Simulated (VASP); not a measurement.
# FeNi3 (Awaruite): structure and properties in VASP, part 2 of 2

What structure does FeNi3 (Awaruite) take at this level, and what are its properties? The start is a cell from a database of measured crystal structures.

VASP 6.6.1, plane waves and PAW; the level of theory is named at each step.

Still holding for the runs below: The magnetic order is the lowest of the few collinear ones that converged above; longer or canted patterns were not tried.

So far, largest spin moment in the PAW sphere (μB): step 2 (magnetic order: ferromagnetic) 2.91; step 4 (magnetic order: antiferromagnetic, q = (0, 0, 1/2)) 2.94; step 5 (magnetic order: antiferromagnetic, q = (1/2, 1/2, 1/2)) 2.97; step 6 (magnetic order: antiferromagnetic, q = (1/2, 1/2, 0)) 2.91; step 8 (full relaxation (AM05)) 2.85. The relaxed cell has a = 3.483 Å (conventional setting).

## (11) Bands along the symmetry lines (AM05)

Levels along the symmetry lines show where the bands peak and cross; KPOINTS_OPT computes them in the converged potential.

Input file INCAR:

```
SYSTEM = FeNi3
PREC = Accurate
ENCUT = 400
EDIFF = 1E-06
NELM = 100
ISMEAR = 1
SIGMA = 0.2
LREAL = .FALSE.
ALGO = Normal
GGA = AM
NBANDS = 38
ISPIN = 2
MAGMOM = 2.843 0.637 0.637 0.637
LASPH = .TRUE.
LMAXMIX = 4
LORBIT = 11
LWAVE = .FALSE.
LCHARG = .FALSE.
KPAR = 8
```

Input file POSCAR:

```
FeNi3
1.0
    3.4830086870      0.0000000000      0.0000000000
    0.0000000000      3.4830086870      0.0000000000
    0.0000000000      0.0000000000      3.4830086870
Fe Ni
1 3
Direct
    0.0000000000      0.0000000000      0.0000000000
    0.0000000000      0.5000000000      0.5000000000
    0.5000000000      0.0000000000      0.5000000000
    0.5000000000      0.5000000000      0.0000000000
```

Input file KPOINTS:

```
Automatic mesh
0
Gamma
7 7 7
0 0 0
```

Input file KPOINTS_OPT:

```
Line mode
16
Line-mode
Reciprocal
  0.00000000   0.00000000   0.00000000 GAMMA
  0.00000000   0.50000000   0.00000000 X

  0.00000000   0.50000000   0.00000000 X
  0.50000000   0.50000000   0.00000000 M

  0.50000000   0.50000000   0.00000000 M
  0.00000000   0.00000000   0.00000000 GAMMA

  0.00000000   0.00000000   0.00000000 GAMMA
  0.50000000   0.50000000   0.50000000 R

  0.50000000   0.50000000   0.50000000 R
  0.00000000   0.50000000   0.00000000 X

  0.50000000   0.50000000   0.00000000 M
  0.50000000   0.50000000   0.50000000 R
```

Potentials, in the order of the species: Fe and Ni (PBE family, release 64).

Started as:

```console
> mpirun -np 8 vasp_std
```

Elapsed: 14 s, on 8 MPI ranks of AMD EPYC 9R45, shared host; peak memory 1.4 GiB; 100 s of CPU time.

Numbers from this step:

```yaml
bands: 38
pressure: -0.07753 GPa
```

Spin up. The electronic bands at the labelled points (eV, zero at the Fermi level; # counts the bands kept):

```tsv
point	#18	#19	#20	#21	#22	#23	#24	#25
Γ	-0.65	-0.58	-0.58	-0.58	2.22	2.22	2.22	9.29
0.53 of the way	-1.08	-0.93	-0.70	-0.65	-0.58	4.45	4.45	9.50
X	-1.60	-1.37	-1.08	-0.65	-0.58	7.76	7.76	7.77
0.47 of the way	-1.61	-1.03	-0.94	-0.74	-0.70	4.15	4.17	8.72
M	-1.72	-1.56	-1.55	0.84	0.84	0.91	0.92	11.52
0.47 of the way	-1.16	-1.10	-1.08	-0.92	1.28	1.37	6.05	6.76
Γ	-0.65	-0.58	-0.58	-0.58	2.22	2.22	2.22	9.29
0.53 of the way	-1.42	-0.78	-0.78	-0.73	2.03	2.03	2.16	8.11
R	-0.78	-0.78	-0.78	-0.67	-0.67	-0.67	-0.55	5.80
0.53 of the way	-0.95	-0.93	-0.86	-0.86	-0.82	3.54	3.58	6.25
X	-1.60	-1.37	-1.08	-0.65	-0.58	7.76	7.76	7.77
jump to M	-1.72	-1.56	-1.55	0.84	0.84	0.91	0.92	11.52
0.47 of the way	-1.13	-1.13	-1.09	0.59	0.59	0.62	0.67	7.84
R	-0.78	-0.78	-0.78	-0.67	-0.67	-0.67	-0.55	5.80
```

Of the projections kept (Fe, Ni), the largest for each band there; the rest of the weight can lie on other orbitals:

```tsv
point	#18	#19	#20	#21	#22	#23	#24	#25
Γ	Ni 0.58	Ni 1.00	Ni 1.00	Ni 1.00	Ni 0.75	Ni 0.75	Ni 0.75	Ni 0.76
X	Ni 1.00	Ni 0.61	Ni 1.00	Ni 0.58	Ni 1.00	Ni 0.67	Ni 0.67	Ni 0.82
M	Ni 0.64	Ni 1.00	Ni 1.00	Ni 0.93	Ni 0.93	Ni 0.62	Ni 0.58	Ni 1.00
Γ	Ni 0.58	Ni 1.00	Ni 1.00	Ni 1.00	Ni 0.75	Ni 0.75	Ni 0.75	Ni 0.76
R	Ni 1.00	Ni 1.00	Ni 1.00	Ni 0.66	Ni 0.66	Ni 0.66	Ni 1.00	Ni 0.81
X	Ni 1.00	Ni 0.61	Ni 1.00	Ni 0.58	Ni 1.00	Ni 0.67	Ni 0.67	Ni 0.82
```

Spin down. Electronic bands along the path, in eV, zero at the Fermi level; # counts the bands kept:

```tsv
point	#14	#15	#16	#17	#18	#19	#20	#21
Γ	0.28	0.28	0.28	1.00	1.00	1.37	1.37	1.37
0.53 of the way	-0.52	-0.36	-0.34	0.28	0.43	0.43	0.76	0.85
X	-1.03	-0.90	-0.38	-0.15	-0.15	0.28	0.43	0.58
0.47 of the way	-0.94	-0.86	-0.76	-0.41	0.22	0.42	0.58	0.77
M	-1.26	-1.26	-0.84	-0.75	0.17	0.17	0.28	1.50
0.47 of the way	-0.98	-0.60	-0.39	-0.15	0.41	0.54	0.56	0.80
Γ	0.28	0.28	0.28	1.00	1.00	1.37	1.37	1.37
0.53 of the way	-1.17	-0.92	-0.92	0.11	0.22	0.22	0.87	0.87
R	-0.52	-0.52	-0.52	0.05	0.05	0.05	0.86	0.86
0.53 of the way	-1.30	-1.22	-0.76	-0.05	0.43	0.53	0.59	0.60
X	-1.03	-0.90	-0.38	-0.15	-0.15	0.28	0.43	0.58
jump to M	-1.26	-1.26	-0.84	-0.75	0.17	0.17	0.28	1.50
0.47 of the way	-1.47	-1.47	-1.22	-0.28	0.46	0.46	0.73	1.24
R	-0.52	-0.52	-0.52	0.05	0.05	0.05	0.86	0.86
```

Of the projections kept (Fe, Ni), the largest for each band there; the rest of the weight can lie on other orbitals:

```tsv
point	#14	#15	#16	#17	#18	#19	#20	#21
Γ	Ni 1.00	Ni 1.00	Ni 1.00	Fe 0.59	Fe 0.59	Fe 0.68	Fe 0.68	Fe 0.68
X	Ni 0.99	Ni 1.00	Ni 1.00	Fe 0.66	Fe 0.66	Ni 1.00	Fe 0.92	Fe 0.58
M	Ni 1.00	Ni 1.00	Ni 1.00	Ni 1.00	Fe 0.68	Fe 0.68	Fe 0.99	Ni 0.95
Γ	Ni 1.00	Ni 1.00	Ni 1.00	Fe 0.59	Fe 0.59	Fe 0.68	Fe 0.68	Fe 0.68
R	Ni 0.67	Ni 0.67	Ni 0.67	Ni 1.00	Ni 1.00	Ni 1.00	Ni 0.52	Ni 0.52
X	Ni 0.99	Ni 1.00	Ni 1.00	Fe 0.66	Fe 0.66	Ni 1.00	Fe 0.92	Fe 0.58
```

There is no gap at this level.

Spin up: of the bands kept, 4 cross the Fermi level on this path. Spin down: of the bands kept, 6 cross the Fermi level on this path.

## (12) Total and projected DOS (AM05)

A density of states needs more k-points than a total energy; ISMEAR = -5 takes tetrahedra, and LORBIT projects the states on the PAW spheres. The mesh is finer than in the run before.

Changes to INCAR since step 11:

```diff
@@ -5,3 +5,3 @@
 NELM = 100
-ISMEAR = 1
+ISMEAR = -5
 SIGMA = 0.2
@@ -19 +19,2 @@
 KPAR = 8
+NEDOS = 2001
```

POSCAR is that of step 11.

Input file KPOINTS:

```
Automatic mesh
0
Gamma
10 10 10
0 0 0
```

Started as:

```console
> mpirun -np 8 vasp_std
```

The job ended after 14 s (8 MPI ranks; peak memory 1.6 GiB).

With tetrahedra the forces and stress of a metal are not exact derivatives of the energy.

Numbers from this step:

* SCF cycles: 19
* irreducible k-points: 56
* free energy (TOTEN): -26.68 eV
* Fermi energy: 9.076 eV
* pressure: -0.6006 GPa
* moment of the cell, from the last line of the log: 4.608 μB
* DOS at the Fermi level: 3.365 states/eV/cell

Spin moment in the PAW sphere by atom:

```tsv
atom	spin moment in the PAW sphere (μB)
Fe1	2.81
Ni2	0.59
Ni3	0.59
Ni4	0.59
```

The density of states has structure finer than the step of the table below, so its rows give means over 1 eV, whole bins alone (the curve runs from -11.4 to 7.89 eV). Peaks (eV: height): total down -1.6: 6.82, -0.9: 5.09, 0.4: 6.80, 0.8: 5.57; total up -2.6: 7.73, -1.9: 4.86, -1.5: 5.82, -0.8: 8.52; Ni d up -4.1: 2.24, -2.6: 5.44, -1.5: 4.83, -0.8: 6.96; Ni d down -2.1: 3.58, -1.6: 5.34, -0.9: 4.34, 0.4: 2.82; Fe d up -4.1: 1.68, -2.6: 1.60, -2.0: 1.05, -0.9: 1.50.

States under -11.4 eV and over 7.9 eV are left out. The density of states by energy, zero at the Fermi level; means over each step; 7 of 13 lines; values in states/eV/cell:

```tsv
energy (eV)	total down	total up	Ni d up	Ni d down	Fe d up	Fe d down	Ni p up
-10	0	2.4e-5	0	0	0	0	0
-9	0.0616	0.0761	2.9e-5	0	8.0e-5	0	0.00256
-8	0.161	0.175	0.00272	0.00182	0.00147	5.7e-4	0.0131
-7	0.252	0.283	0.0145	0.0103	0.00997	0.00271	0.0322
-6	0.369	0.576	0.0958	0.0386	0.0720	0.0119	0.0597
-5	0.858	2.23	0.877	0.264	0.657	0.0694	0.122
-4	2.22	3.28	1.63	1.32	1.11	0.246	0.166
-3	3.07	4.85	3.24	2.26	1.02	0.316	0.197
-2	4.52	4.37	3.22	3.42	0.794	0.504	0.114
-1	4.21	5.13	4.18	3.40	0.776	0.434	0.0470
0	3.10	0.732	0.450	1.87	0.0851	1.07	0.0731
1	2.89	0.522	0.225	1.23	0.0573	1.42	0.100
2	0.499	0.526	0.165	0.164	0.0675	0.162	0.137
3	0.648	0.481	0.130	0.176	0.0492	0.192	0.149
4	0.519	0.391	0.0985	0.135	0.0359	0.110	0.132
5	0.380	0.299	0.0714	0.0950	0.0258	0.0621	0.106
6	0.252	0.293	0.0756	0.0608	0.0335	0.0339	0.0604
7	0.403	0.575	0.146	0.103	0.0605	0.0662	0.116
```

The finer mesh and the other smearing move the Fermi level by -0.02 eV from the 7×7×7 run, a small shift, which tests the Fermi level alone. Of the states within 0.3 eV of the Fermi level, the largest shares in the PAW spheres are Ni d 67 % and Fe d 23 %. The rest lies in smaller channels or between the spheres.

## (13) Vibrations at Γ (AM05)

Zone-centre modes test whether the atoms sit at a minimum within this cell. IBRION = 8 takes the force constants from linear response, which needs tightly converged orbitals.

Input file INCAR:

```
SYSTEM = FeNi3
PREC = Accurate
ENCUT = 400
EDIFF = 1E-08
NELM = 100
ISMEAR = 1
SIGMA = 0.2
LREAL = .FALSE.
ALGO = Normal
GGA = AM
NBANDS = 30
ISPIN = 2
MAGMOM = 2.843 0.637 0.637 0.637
LASPH = .TRUE.
LMAXMIX = 4
LORBIT = 11
LWAVE = .FALSE.
LCHARG = .FALSE.
KPAR = 8
IBRION = 8
ISIF = 2
```

POSCAR is that of step 12.

Input file KPOINTS:

```
Automatic mesh
0
Gamma
11 11 11
0 0 0
```

Started as:

```console
> mpirun -np 8 vasp_std
```

Wall time 2.3 min (8 MPI ranks); peak memory 5.7 GiB.

Energies printed during the response cycles are not total energies of the cell.

Numbers from this step:

```
bands                                             : 30
pressure of the cell                              : -0.4498 GPa
largest force of the cell                         : 0 eV/Å
Fermi energy                                      : 9.101 eV
moment of the cell, from the last line of the log : 4.685 μB
```

The modes at Γ (shares of kinetic energy by element, %):

```tsv
mode	frequency (cm⁻¹)	symmetry	Fe %	Ni %
1	-0.2	acoustic	24	76
2	-0.2	acoustic	24	76
3	-0.2	acoustic	24	76
4	210.6	T2u	0	100
5	210.6	T2u	0	100
6	210.6	T2u	0	100
7	215.8	T1u	61	39
8	215.8	T1u	61	39
9	215.8	T1u	61	39
10	287.0	T1u	15	85
11	287.0	T1u	15	85
12	287.0	T1u	15	85
```

Displacements in mode 6 (210.6 cm⁻¹), the largest set to 1:
```
Fe1  0.00  0.00  0.00
Ni2  0.00  0.74  1.00
Ni3 -0.01  0.00 -1.00
Ni4  0.01 -0.74  0.00
```

Displacements in mode 10 (287.0 cm⁻¹), the largest set to 1:
```
Fe1 -0.14 -0.03  0.66
Ni2 -0.21  0.04 -0.82
Ni3  0.17 -0.05 -0.82
Ni4  0.17  0.04  1.00
```

The three acoustic modes lie within 0.2 cm⁻¹ of zero, and all others are real. By the characters of their eigenvectors the optical modes sort into (cm⁻¹) infrared active: T1u 216, T1u 287; silent: T2u 211.

## (14) Results

```json
{
 "relaxed volume": "10.56 Å³/atom",
 "relaxed conventional cell a, b, c": "3.483, 3.483, 3.483 Å",
 "space group after relaxing, within 0.02 Å": "Pm-3m (No. 221)",
 "moment of the cell (10×10×10 mesh)": "4.61 μB",
 "largest site moment (10×10×10 mesh)": "2.81 μB on Fe1",
 "band gap": "none, a metal",
 "DOS at the Fermi level": "3.37 states/eV/cell",
 "highest zone-centre mode": "287 cm⁻¹"
}
```

In words: With AM05, FeNi3 (Awaruite) relaxes to 10.56 Å³/atom in space group Pm-3m, comes out as a metal and keeps moments of up to 2.81 μB (10×10×10 mesh). Against the listed cell the volume lies -5.2 %. Bands along the symmetry lines (AM05), spin up: Of the bands kept, 4 cross the Fermi level on this path. Bands along the symmetry lines (AM05), spin down: Of the bands kept, 6 cross the Fermi level on this path. Vibrations at Γ (AM05): The highest mode in this list at Γ, 287.0 cm⁻¹, is mostly motion of Ni (85 % of the kinetic energy). The k-sampling is coarse for a metal, so the Fermi level, moments, pressures and the shape of the cell carry errors. Only a few collinear orders were tried, on the cell as listed. Modes at Γ alone can't show that the crystal is stable at other wave vectors. No search among competing phases was made, and a listed structure need not be the one stable at ambient conditions. All values are for a static lattice at zero temperature.

[Lines on the potential files, build, host, timing and source positions are cut from VASP's logs without a mark.]

[Logs are printed without paths, hosts, clocks, repeated set-up lines and the standing remarks that a program may print on its own settings, such as how far it seeks lower states.]

[Hosts, paths, dates, database ids (printed as entryN), source tags and the programs' standing remarks are cut or masked in the printed files.]

[A measured line is paired with the nearest computed mode of its activity, which favours agreement.]
